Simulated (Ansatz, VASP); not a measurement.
**H10C4O (liquid diethyl ether at 300 K) in two plane-wave programs**

Wanted: the spread between two codes on one cell, functional and k mesh. The cell is taken from a series of runs on this material, whose earlier steps may have relaxed, scaled, displaced or heated it; both programs get it as it stands.

Program: Ansatz 0.2.0. Level of theory: plane waves, with VASP 6.6.1 beside it; PBE. Results are calculated unless marked as measured.

## 1. The starting structure

The cell holds 75 atoms: 20 C, 5 O and 50 H. Its edges and angles: a = 9.535 Å, b = 9.535 Å, c = 9.535 Å, α = 90.0°, β = 90.0°, γ = 90.0°. As first built, before any earlier steps moved the atoms or strained the cell (in the runner's words): 5 diethyl ether placed at random, at 0.71 g/cm^3; overlaps pushed apart, then 10 ps at 450 K with MMFF94 bonds, angles, torsions, charges and radii (Halgren, J. Comput. Chem. 17, 490 (1996)) in harmonic and 12-6 forms. Snapshot after 20 ps at 300 K and fixed volume. Then every atom was moved at random, 0.05 A r.m.s. a Cartesian component (hydrogen 0.6 of that).

## 2. Ansatz: single point, PBE, pair 1

Ansatz runs on its default PAW (the set named soft_2) files.

With cell and atoms fixed, the geometry can't cause a difference; cores, projectors, grids and the points listed under the comparison can.

Contents of input.yaml:

```yaml
crystal:
  lattice:
    - [9.53465, 0.0, 0.0]
    - [0.0, 9.53465, 0.0]
    - [0.0, 0.0, 9.53465]
  atoms:
    - { symbol: C, position: [0.90448, 0.0948, 0.75948] }
    - { symbol: C, position: [0.00233, 0.96484, 0.71498] }
    - { symbol: O, position: [0.94067, 0.90949, 0.59752] }
    - { symbol: C, position: [0.01206, 0.78599, 0.53118] }
    - { symbol: C, position: [0.92943, 0.72932, 0.4261] }
    - { symbol: H, position: [0.94717, 0.13785, 0.86176] }
    - { symbol: H, position: [0.80474, 0.04715, 0.77539] }
    - { symbol: H, position: [0.9058, 0.16872, 0.68341] }
    - { symbol: H, position: [0.10851, 0.99161, 0.69232] }
    - { symbol: H, position: [0.99706, 0.87441, 0.79985] }
    - { symbol: H, position: [0.03532, 0.71199, 0.62357] }
    - { symbol: H, position: [0.09747, 0.8327, 0.48762] }
    - { symbol: H, position: [0.8757, 0.81877, 0.36197] }
    - { symbol: H, position: [0.84694, 0.66659, 0.4595] }
    - { symbol: H, position: [0.00499, 0.67078, 0.35218] }
    - { symbol: C, position: [0.11279, 0.34961, 0.34946] }
    - { symbol: C, position: [0.19959, 0.22703, 0.28749] }
    - { symbol: O, position: [0.14956, 0.21538, 0.13627] }
    - { symbol: C, position: [0.23111, 0.10301, 0.08504] }
    - { symbol: C, position: [0.15347, 0.95644, 0.0996] }
    - { symbol: H, position: [0.12965, 0.44744, 0.27931] }
    - { symbol: H, position: [0.15489, 0.37267, 0.44956] }
    - { symbol: H, position: [0.00367, 0.33925, 0.35187] }
    - { symbol: H, position: [0.31074, 0.26828, 0.27903] }
    - { symbol: H, position: [0.18041, 0.13532, 0.34992] }
    - { symbol: H, position: [0.33619, 0.09419, 0.11404] }
    - { symbol: H, position: [0.22368, 0.14202, 0.97723] }
    - { symbol: H, position: [0.18964, 0.87476, 0.04129] }
    - { symbol: H, position: [0.04192, 0.96732, 0.06627] }
    - { symbol: H, position: [0.14085, 0.92989, 0.21443] }
    - { symbol: C, position: [0.57466, 0.3509, 0.47225] }
    - { symbol: C, position: [0.67328, 0.243, 0.43182] }
    - { symbol: O, position: [0.65639, 0.21296, 0.2885] }
    - { symbol: C, position: [0.75185, 0.12191, 0.23748] }
    - { symbol: C, position: [0.76418, 0.14734, 0.07416] }
    - { symbol: H, position: [0.46992, 0.30732, 0.47769] }
    - { symbol: H, position: [0.5873, 0.44025, 0.42314] }
    - { symbol: H, position: [0.59531, 0.35772, 0.58948] }
    - { symbol: H, position: [0.7942, 0.27705, 0.43325] }
    - { symbol: H, position: [0.68334, 0.13358, 0.49056] }
    - { symbol: H, position: [0.70184, 0.0099, 0.25262] }
    - { symbol: H, position: [0.85105, 0.12473, 0.2863] }
    - { symbol: H, position: [0.82187, 0.24084, 0.05632] }
    - { symbol: H, position: [0.658, 0.15397, 0.02364] }
    - { symbol: H, position: [0.8247, 0.04911, 0.03994] }
    - { symbol: C, position: [0.46843, 0.00446, 0.72404] }
    - { symbol: C, position: [0.52229, 0.8726, 0.7347] }
    - { symbol: O, position: [0.41494, 0.76897, 0.73162] }
    - { symbol: C, position: [0.48003, 0.63878, 0.72621] }
    - { symbol: C, position: [0.38174, 0.52239, 0.66463] }
    - { symbol: H, position: [0.39712, 0.02476, 0.64707] }
    - { symbol: H, position: [0.54504, 0.0886, 0.70269] }
    - { symbol: H, position: [0.4094, 0.0297, 0.81868] }
    - { symbol: H, position: [0.60487, 0.85337, 0.6465] }
    - { symbol: H, position: [0.6085, 0.85461, 0.82502] }
    - { symbol: H, position: [0.5025, 0.60877, 0.84362] }
    - { symbol: H, position: [0.57247, 0.63747, 0.65878] }
    - { symbol: H, position: [0.36813, 0.54835, 0.55321] }
    - { symbol: H, position: [0.26863, 0.55143, 0.71812] }
    - { symbol: H, position: [0.39586, 0.42633, 0.70415] }
    - { symbol: C, position: [0.80527, 0.54057, 0.91342] }
    - { symbol: C, position: [0.77832, 0.58182, 0.06718] }
    - { symbol: O, position: [0.63911, 0.64811, 0.05243] }
    - { symbol: C, position: [0.56148, 0.60024, 0.17911] }
    - { symbol: C, position: [0.43445, 0.69123, 0.16123] }
    - { symbol: H, position: [0.7742, 0.62058, 0.83922] }
    - { symbol: H, position: [0.7627, 0.44343, 0.86913] }
    - { symbol: H, position: [0.92764, 0.53474, 0.89858] }
    - { symbol: H, position: [0.78259, 0.48912, 0.13042] }
    - { symbol: H, position: [0.86106, 0.66075, 0.09868] }
    - { symbol: H, position: [0.61468, 0.63594, 0.26796] }
    - { symbol: H, position: [0.52872, 0.49987, 0.17472] }
    - { symbol: H, position: [0.35241, 0.68322, 0.24411] }
    - { symbol: H, position: [0.37205, 0.67364, 0.05777] }
    - { symbol: H, position: [0.45208, 0.80493, 0.14449] }
kpoints:
  mp_grid: { grid: [1, 1, 1] }
hamiltonian:
  xc: pbe
scf:
  occupations: { method: fermi_dirac, width: 0.05 }
output:
  forces: true
  eigenvalues: true
  populations: true
  stress: true
```

The run is started by

```console
$ ansatz run input.yaml --threads 4 --pin off --max-ram 8192MiB --backend cpu --events-out ev --progress --plain --runs-dir out
```

Numbers of over 12 decimals in the logs are rounded to 6 here.

The program printed:

```text
Engine: ansatz 0.2.0, aarch64-unknown-linux-gnu
Pseudopotentials: kind: paw
Pseudopotential: C, paw, valence charge 4, recommended cutoff 420 eV (normal), C.paw.azcp
Pseudopotential: O, paw, valence charge 6, recommended cutoff 420 eV (normal), O.paw.azcp
Pseudopotential: H, paw, valence charge 1, recommended cutoff 420 eV (normal), H.paw.azcp
Functional definition: PBE
  parameter kappa = 0.804
  parameter beta = 0.066725
  exchange = pbe_x(kappa = kappa, mu = beta*pi^2/3)
  correlation = pbe_c(beta = beta)
Crystal: 75 atoms, lattice volume = 866.791 Å³
Basis set: ecut = 420 eV, 16879 PW (Γ), exchange–correlation on 128×128×128 points (8 copies of the dense FFT grid, shifted against one another)
Bands: 155, of which v1, the nominal top of the filled ones, is band 80 counted from 1 (79 counted from 0)
Symmetry: 1 space group operations
Space group: P1 (ITA 1), of the structure as read, at distance tolerance 9.5e-5 Å
k-points: 1
Non-local potential: C, projectors of the file, l = 0: 2, l = 1: 2, l = 2: 1
Non-local potential: O, projectors of the file, l = 0: 2, l = 1: 2, l = 2: 1
Non-local potential: H, projectors of the file, l = 0: 2, l = 1: 1
PAW form: soft (Blöchl's): semilocal exchange-correlation on the pseudo side does not see the compensation charge
PAW one-centre angular grid: C, 110 points (default); XC on 64 Gauss nodes
PAW one-centre angular grid: O, 110 points (default); XC on 64 Gauss nodes
PAW one-centre angular grid: H, 110 points (default); XC on 64 Gauss nodes
Initial density: superposition of atomic densities (neutral atoms: chi_scale 0, normalization atom), corrected by the library's trained network
Initial wavefunctions: pseudopotential atomic-orbital guess
Functional: x = pbe(κ = 0.804, μ = 0.219515), c = pbe(β = 0.066725)
SCF iter   1: F=—  HF=-8650.350187 eV  |F-HF|=—  |Δ(HF+E_count)|=         —  Δρ=4.52e-3  dr2=2.57e-1  ethr=1.77e-3  ⟨swp⟩=6.0  Hψ=736  notcnv=0  defer=26
preconditioner: auto → Resta (q_TF=auto, 2.059 Å⁻¹)  ε∞=2.1  [insulator: Δε(μ)=4.490 eV  Ē_g=14.548 eV  σ=0.050 eV  W_gap=1.00  n_scr=122 (ndim 8)  ℏωp=15.4 eV  f_vac=0.305  D(μ)=0.00/eV (n_scr^D=0)  ε∞_Penn≈2.1]
SCF iter   2: F=—  HF=-8650.316713 eV  |F-HF|=—  |Δ(HF+E_count)|=   3.35e-2  Δρ=2.37e-3  dr2=5.11e-2  ethr=1.61e-4  ⟨swp⟩=3.0  Hψ=265  notcnv=0  defer=69
SCF iter   3: F=—  HF=-8650.325904 eV  |F-HF|=—  |Δ(HF+E_count)|=   9.19e-3  Δρ=9.70e-4  dr2=1.14e-2  ethr=3.19e-5  ⟨swp⟩=2.0  Hψ=172  notcnv=0  defer=69
SCF iter   4: F=—  HF=-8650.326909 eV  |F-HF|=—  |Δ(HF+E_count)|=   1.01e-3  Δρ=4.76e-4  dr2=2.08e-3  ethr=7.12e-6  ⟨swp⟩=2.0  Hψ=172  notcnv=0  defer=69
SCF iter   5: F=—  HF=-8650.326628 eV  |F-HF|=—  |Δ(HF+E_count)|=   2.81e-4  Δρ=1.42e-4  dr2=1.92e-4  ethr=1.30e-6  ⟨swp⟩=2.0  Hψ=171  notcnv=0  defer=69
SCF iter   6: F=—  HF=-8650.326564 eV  |F-HF|=—  |Δ(HF+E_count)|=   6.45e-5  Δρ=6.30e-5  dr2=3.19e-5  ethr=1.20e-7  ⟨swp⟩=2.0  Hψ=164  notcnv=0  defer=69
SCF iter   7: F=—  HF=-8650.327252 eV  |F-HF|=—  |Δ(HF+E_count)|=   6.89e-4  Δρ=2.56e-5  dr2=4.82e-6  ethr=1.99e-8  ⟨swp⟩=2.0  Hψ=235  notcnv=0  defer=69
SCF iter   8: F=—  HF=-8650.327251 eV  |F-HF|=—  |Δ(HF+E_count)|=   1.34e-6  Δρ=6.67e-6  dr2=4.12e-7  ethr=3.01e-9  ⟨swp⟩=2.0  Hψ=166  notcnv=0  defer=69
SCF iter   9: F=-8650.327251 eV  HF=-8650.327251 eV  |F-HF|=1.47e-8  |Δ(HF+E_count)|=   8.18e-8  Δρ=2.19e-6  dr2=4.76e-8  ethr=6.25e-11  ⟨swp⟩=16.0  Hψ=1022  notcnv=0
SCF 1 converged in 9 iterations: F = -8650.327251 eV  dr2 = 4.76e-8
  greatest PAW one-centre occupation: 0.869 electrons in one spin orbital (limit 2), on the O atom at site 62 (counted from 0), in its partial waves of l = 0
SCF converged after 9 iterations
Free energy (F): -8650.327251 eV
Harris-Foulkes:  -8650.327251 eV  (|F-HF|=1.47e-8)
Internal energy: -8650.327251 eV  (E = F + TS)
E sigma→0 (E₀):  -8650.327251 eV
Fermi energy:    0.339443 eV
--- Per-component energies (eV) ---
  E_band       = -1370.665461
  E_kinetic    = 3404.191418
  E_local      = -12053.021686  (includes V_loc(G=0)·N_el)
  E_nonlocal   = 868.947045
  E_hartree    = 4501.848515
  E_xc         = -1782.221768
  E_vxc        = -2242.739514  (∫ρ·V_xc dr)
  E_paw        = -2807.088469  (= ΣΔE_a)
  E_vpaw       = -351.684677  (= ΣTr[D̂ρ^β])
  E_aug_tail   = -0.056776  (compensation charges beyond the density's cutoff)
  E_ewald      = -782.925529
  E_smearing   = -0.000000  (= −TS)
  E_closure    = 0.000000  (closes the sum)
  Σ components = -8650.327251   (vs F -8650.327251, Δ=0.00e0)
--- Forces (eV/Å), atoms counted from 1 ---
  atom   1  C      2.89989547    -3.33750555     2.97122420
  atom   2  C     -1.91200240    -0.59240286     2.10114547
  atom   3  O     -1.19539214    -1.18231462    -2.17720663
  atom   4  C     -0.36122180     1.55764458     6.01501941
  atom   5  C     -0.99648268     0.22392635    -5.32608168
  atom   6  H     -0.54058828    -0.25450172    -1.00759140
  atom   7  H     -1.07860764    -0.01461723     0.19040514
  atom   8  H     -0.06668027     2.36680595    -2.45905416
  atom   9  H      1.34057131     0.50775760     0.19440001
  atom  10  H      0.45337815     1.60800239    -0.66525751
  atom  11  H      0.19517731     0.61073020    -1.14448911
  atom  12  H      3.26093322     0.87674653    -0.90338900
  atom  13  H      0.94748936    -1.20027191     0.66373519
  atom  14  H     -1.52495894    -1.55184318     0.63001454
  atom  15  H     -1.28864249     0.40967703     0.65376910
  atom  16  C      2.25410865     1.20258292    -2.31470898
  atom  17  C     -1.39035605     3.53455760    -1.69340253
  atom  18  O      1.39716293    -0.50578667     3.96282862
  atom  19  C     -3.54513038    -1.17161545    -3.18294667
  atom  20  C     -2.00973373     3.34521845     2.55840076
  atom  21  H      0.01864019    -1.19754676     0.89586576
  atom  22  H      0.24556439     0.45016010     1.38913781
  atom  23  H     -1.78375138    -0.74172604     0.21395564
  atom  24  H     -0.73975128    -1.00614954     0.38087127
[...]
atom  68  H     -1.68218457    -0.19838468     0.07059492
  atom  69  H     -0.30448396    -0.49821747     0.85380212
  atom  70  H     -0.77956867    -0.52135660     0.07701295
  atom  71  H      1.17436680     0.01790103     1.73223425
  atom  72  H     -0.32037571    -3.76534121    -0.05943237
  atom  73  H      0.43597084    -0.12512819    -0.09738658
  atom  74  H      0.97060375    -0.53106581     1.28319507
  atom  75  H      0.64930319    -0.27901973     0.61722766
  max |Σ_I F_I| component: 5.17e-5 eV/Å
--- Stress (GPa, compression-positive) ---
        1.688479       0.079363      -0.233881
        0.079364       3.049505       1.805813
       -0.233881       1.805812       1.317320
  P = ⅓ Tr σ = 2.0184 GPa (20.184 kbar)
--- Band table (eV) ---
  k-point 0: bands = [... 76 lower, -2.2074, -1.8960, -1.8746, -1.8533, 2.4956, 3.2544, 3.3785, 3.4838, ... 71 higher]
--- Löwdin populations: 75 sites ---
  site symbol       q [e]
     0      C      4.4687
     1      C      4.0202
     2      O      6.3720
     3      C      4.0477
     4      C      4.4261
     5      H      0.8210
     6      H      0.8030
     7      H      0.7799
     8      H      0.8318
     9      H      0.8833
    10      H      0.8407
    11      H      0.7906
    12      H      0.8218
    13      H      0.7911
    14      H      0.8186
    15      C      4.4590
    16      C      4.0603
    17      O      6.3546
    18      C      4.0721
    19      C      4.4852
    20      H      0.8313
    21      H      0.7938
    22      H      0.8011
    23      H      0.8255
[...]
67      H      0.8437
    68      H      0.8121
    69      H      0.8280
    70      H      0.8036
    71      H      0.7772
    72      H      0.8257
    73      H      0.8317
    74      H      0.8091
  spilling = 0.014355 (of n_electrons = 160.000000)
```

The run ends at a pressure of 2.02 GPa, with forces up to 7.5 eV/Å.

## 3. VASP: single point, PBE, pair 1

The same cell, functional, mesh and smearing now go to VASP, with its own data sets.

Lines of VASP's logs that name or quote its potential files are left out, and so is its time.

Contents of INCAR:

```
SYSTEM = H10C4O
PREC = Accurate
ENCUT = 600
EDIFF = 1E-06
NELM = 120
ISMEAR = -1
SIGMA = 0.05
LREAL = Auto
ALGO = Normal
GGA = PE
NBANDS = 136
LORBIT = 11
LWAVE = .FALSE.
LCHARG = .FALSE.
ISIF = 2
LASPH = .TRUE.
GGA_COMPAT = .FALSE.
EFERMI = MIDGAP
NCORE = 2
```

Contents of POSCAR:

```
H10C4O
1.0
    9.5346500000      0.0000000000      0.0000000000
    0.0000000000      9.5346500000      0.0000000000
    0.0000000000      0.0000000000      9.5346500000
C O H
20 5 50
Direct
    0.9044800000      0.0948000000      0.7594800000
    0.0023300000      0.9648400000      0.7149800000
    0.0120600000      0.7859900000      0.5311800000
    0.9294300000      0.7293200000      0.4261000000
    0.1127900000      0.3496100000      0.3494600000
    0.1995900000      0.2270300000      0.2874900000
    0.2311100000      0.1030100000      0.0850400000
    0.1534700000      0.9564400000      0.0996000000
    0.5746600000      0.3509000000      0.4722500000
    0.6732800000      0.2430000000      0.4318200000
    0.7518500000      0.1219100000      0.2374800000
    0.7641800000      0.1473400000      0.0741600000
    0.4684300000      0.0044600000      0.7240400000
    0.5222900000      0.8726000000      0.7347000000
    0.4800300000      0.6387800000      0.7262100000
    0.3817400000      0.5223900000      0.6646300000
    0.8052700000      0.5405700000      0.9134200000
    0.7783200000      0.5818200000      0.0671800000
    0.5614800000      0.6002400000      0.1791100000
    0.4344500000      0.6912300000      0.1612300000
    0.9406700000      0.9094900000      0.5975200000
    0.1495600000      0.2153800000      0.1362700000
    0.6563900000      0.2129600000      0.2885000000
    0.4149400000      0.7689700000      0.7316200000
    0.6391100000      0.6481100000      0.0524300000
    0.9471700000      0.1378500000      0.8617600000
    0.8047400000      0.0471500000      0.7753900000
    0.9058000000      0.1687200000      0.6834100000
    0.1085100000      0.9916100000      0.6923200000
    0.9970600000      0.8744100000      0.7998500000
    0.0353200000      0.7119900000      0.6235700000
    0.0974700000      0.8327000000      0.4876200000
    0.8757000000      0.8187700000      0.3619700000
    0.8469400000      0.6665900000      0.4595000000
    0.0049900000      0.6707800000      0.3521800000
    0.1296500000      0.4474400000      0.2793100000
    0.1548900000      0.3726700000      0.4495600000
    0.0036700000      0.3392500000      0.3518700000
    0.3107400000      0.2682800000      0.2790300000
    0.1804100000      0.1353200000      0.3499200000
    0.3361900000      0.0941900000      0.1140400000
    0.2236800000      0.1420200000      0.9772300000
    0.1896400000      0.8747600000      0.0412900000
    0.0419200000      0.9673200000      0.0662700000
    0.1408500000      0.9298900000      0.2144300000
    0.4699200000      0.3073200000      0.4776900000
    0.5873000000      0.4402500000      0.4231400000
    0.5953100000      0.3577200000      0.5894800000
    0.7942000000      0.2770500000      0.4332500000
    0.6833400000      0.1335800000      0.4905600000
    0.7018400000      0.0099000000      0.2526200000
    0.8510500000      0.1247300000      0.2863000000
    0.8218700000      0.2408400000      0.0563200000
    0.6580000000      0.1539700000      0.0236400000
    0.8247000000      0.0491100000      0.0399400000
    0.3971200000      0.0247600000      0.6470700000
    0.5450400000      0.0886000000      0.7026900000
    0.4094000000      0.0297000000      0.8186800000
    0.6048700000      0.8533700000      0.6465000000
    0.6085000000      0.8546100000      0.8250200000
    0.5025000000      0.6087700000      0.8436200000
    0.5724700000      0.6374700000      0.6587800000
    0.3681300000      0.5483500000      0.5532100000
    0.2686300000      0.5514300000      0.7181200000
    0.3958600000      0.4263300000      0.7041500000
    0.7742000000      0.6205800000      0.8392200000
    0.7627000000      0.4434300000      0.8691300000
    0.9276400000      0.5347400000      0.8985800000
    0.7825900000      0.4891200000      0.1304200000
    0.8610600000      0.6607500000      0.0986800000
    0.6146800000      0.6359400000      0.2679600000
    0.5287200000      0.4998700000      0.1747200000
    0.3524100000      0.6832200000      0.2441100000
    0.3720500000      0.6736400000      0.0577700000
    0.4520800000      0.8049300000      0.1444900000
```

Contents of KPOINTS:

```
Automatic mesh
0
Gamma
1 1 1
0 0 0
```

The projector-augmented-wave data sets are C, O and H (PBE family, release 64).

The run is started by

```console
$ mpirun -np 8 vasp_gam
```

The program printed:

```text
[banner, memory and clock lines left out]
running    8 mpi-ranks, on    1 nodes
[...]
LDA part: xc-table for (Slater+PW92), standard interpolation
 POSCAR, INCAR and KPOINTS ok, starting setup
[...]
entering main loop
       N       E                     dE             d eps       ncg     rms          rms(c)
DAV:   1     0.111281856116E+04    0.11128E+04   -0.82507E+04   272   0.116E+03
DAV:   2    -0.278942752660E+03   -0.13918E+04   -0.13043E+04   336   0.253E+02
DAV:   3    -0.428670524141E+03   -0.14973E+03   -0.14837E+03   360   0.853E+01
DAV:   4    -0.432579304765E+03   -0.39088E+01   -0.38938E+01   352   0.156E+01
[...]
DAV:  17    -0.391732320469E+03    0.34007E-05   -0.32507E-05   344   0.202E-02    0.738E-03
DAV:  18    -0.391732318264E+03    0.22056E-05   -0.63181E-06   336   0.934E-03    0.323E-03
DAV:  19    -0.391732317586E+03    0.67723E-06   -0.25602E-06   296   0.475E-03
   1 F= -.39173232E+03 E0= -.39173232E+03  d E =-.579511E-18
```

Parts of OUTCAR (step 3):

```text
  FREE ENERGIE OF THE ION-ELECTRON SYSTEM (eV)
  ---------------------------------------------------
  free  energy   TOTEN  =      -391.7323175864 eV

  energy  without entropy=     -391.7323175864  energy(sigma->0) =     -391.73231759

[... 1 further part left out ...]
```

The run ends at a pressure of 2.03 GPa, with forces up to 7.5 eV/Å.

## 4. Differences

Known differences besides the potentials themselves: the cutoff is 420 eV in Ansatz and 600 eV in VASP (PREC = Accurate, projectors in real space). Total energies have different zeros and are not compared.

The two programs side by side:

| quantity | Ansatz | VASP | difference |
| --- | --- | --- | --- |
| pressure (GPa) | 2.02 | 2.03 | -0.01 |
| gap on the k mesh (eV) | 4.349 | 4.346 | +0.003 |

Forces on 10 of the 75 atoms, those with the largest forces and the largest differences (eV/Å; atoms numbered as in POSCAR):

| atom | Ansatz x, y, z | VASP x, y, z |
| --- | --- | --- |
| C2 | -1.912, -0.592, 2.101 | -1.854, -0.508, 2.245 |
| C3 | -0.361, 1.558, 6.015 | -0.319, 1.523, 5.987 |
| C4 | -0.996, 0.224, -5.326 | -1.024, 0.203, -5.342 |
| C7 | -3.545, -1.172, -3.183 | -3.455, -1.301, -3.246 |
| C9 | -0.639, -4.575, 5.573 | -0.649, -4.530, 5.558 |
| C11 | -2.095, -2.863, -3.126 | -1.982, -2.977, -3.220 |
| C13 | -0.466, 5.294, 2.170 | -0.479, 5.311, 2.157 |
| C14 | 5.216, -5.065, -0.309 | 5.300, -4.975, -0.296 |
| C16 | -3.636, 6.485, 0.837 | -3.631, 6.458, 0.839 |
| C19 | -0.989, 5.417, -3.088 | -1.042, 5.365, -3.004 |

The forces differ by 37 meV/Å r.m.s., which is 2.0 % of the r.m.s. force of 1.840 eV/Å (both taken over all components). A gap on the mesh is an upper bound, since the band edges may lie between its points.

[end of part 1 of 2]

[Lines on the potential files, build, host, timing and source positions are cut from VASP's logs without a mark.]

[Logs are printed without paths, hosts, clocks, repeated set-up lines and the standing remarks that a program may print on its own settings, such as how far it seeks lower states.]

[Hosts, paths, dates, database ids (printed as entryN), source tags and the programs' standing remarks are cut or masked in the printed files.]

[The MMFF94 radii named for the starting cell were scaled by 0.96; in molecules described by MMFF94, hydrogen bound to N, O or S took a small fixed 12-6 site in their place.]
